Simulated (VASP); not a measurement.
A cell of PPd (relaxed from the CrB structure, space group Cmcm) near equilibrium:

```xyz
4
Lattice="1.7683 -5.4242 0.0000 1.7683 5.4242 0.0000 0.0000 0.0000 2.9878" Properties=species:S:1:pos:R:3 pbc="T T T"
P      1.7683    -0.9196     0.7470
P      1.7683     0.9196     2.2409
Pd     1.7683    -3.5274     0.7470
Pd     1.7683     3.5274     2.2409
```

These are PBEsol GGA, VASP's PBE PAW potentials (set 64) (plane waves; VASP) values and carry that method's errors.

```csv
run,ΔE (meV/atom),σxx,σyy,σzz,"largest shear component, with its sign (GPa)",largest force (eV/Å)
as it is,0.0,0.85,-0.33,0.09,0.00,0.146
after one change,16.5,9.28,6.53,6.38,0.00,0.008
```
Stress is in GPa, positive when the cell is compressed.

Name the change that produced these shifts.
(A) uniaxial strain of -1.5 % along x
(B) atom 4 (Pd) moved by 0.200 Å along y
(C) uniaxial strain of -4.0 % along x with the ions relaxed
(D) atom 1 (P) moved by -0.100 Å along y

C, uniaxial strain of -4.0 % along x with the ions relaxed

The structure was generated: PPd was put into the CrB type (Cmcm), which need not be its known phase.
